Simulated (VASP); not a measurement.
Calculation: PW91 GGA, VASP's PBE PAW potentials (set 64) (plane waves; VASP 6.6.1).

A VASP calculation is set up with these files.

**KPOINTS**
```
Automatic
0
G
  7 7 7
0 0 0
```

File POSCAR:
```
PbSe
1
    0.0000000000     3.1065314565     3.1065314565
    3.1065314565     0.0000000000     3.1065314565
    3.1065314565     3.1065314565    -0.0000000000
Pb Se
1 1
Direct
  0.0000000000   0.0000000000   0.0000000000
  0.5000000000   0.5000000000   0.5000000000
```

INCAR:
```
NSW = 60
SIGMA = 0.05
IBRION = 2
GGA = 91   # PW91
LWAVE = .FALSE.
ISIF = 3   # ions, shape and volume
NELM = 100
LASPH = .TRUE.
SYSTEM = PbSe
ALGO = Normal   # blocked Davidson
PREC = Accurate
ENCUT = 520   # plane-wave cut-off (eV)
EDIFF = 1E-6
EDIFFG = -0.01   # ionic stop
LREAL = .FALSE.
LMAXMIX = 4   # l cut-off of mixed one-centre charges
ISMEAR = 0
LCHARG = .FALSE.
```

POTCAR, in this order: Pb_d Se (PBE.64 set). Program: vasp_std.

What does the run give for the energy per atom (σ→0)?

| Property | Result |
|---|---|
| energy per atom (σ→0) | -4.133 eV/atom |

### OSZICAR
```
...
DAV:   6    -0.826804227529E+01    0.35347E+00   -0.98171E-01   776   0.886E+00    0.150E+00
DAV:   7    -0.826347940677E+01    0.45629E-02   -0.14181E-01   618   0.243E+00    0.847E-01
DAV:   8    -0.826641217736E+01   -0.29328E-02   -0.14035E-02   620   0.140E+00    0.163E-01
DAV:   9    -0.826593116637E+01    0.48101E-03   -0.28174E-03   814   0.531E-01    0.653E-02
DAV:  10    -0.826601110496E+01   -0.79939E-04   -0.21963E-04   614   0.930E-02    0.224E-02
DAV:  11    -0.826601337125E+01   -0.22663E-05   -0.36074E-05   686   0.647E-02    0.266E-03
DAV:  12    -0.826601392311E+01   -0.55187E-06   -0.29327E-06   662   0.171E-02
   1 F= -.82660139E+01 E0= -.82660139E+01  d E =-.826601E+01
```

The compound is PbSe in the rock salt structure. It was relaxed first. The start is the result of an earlier pass.
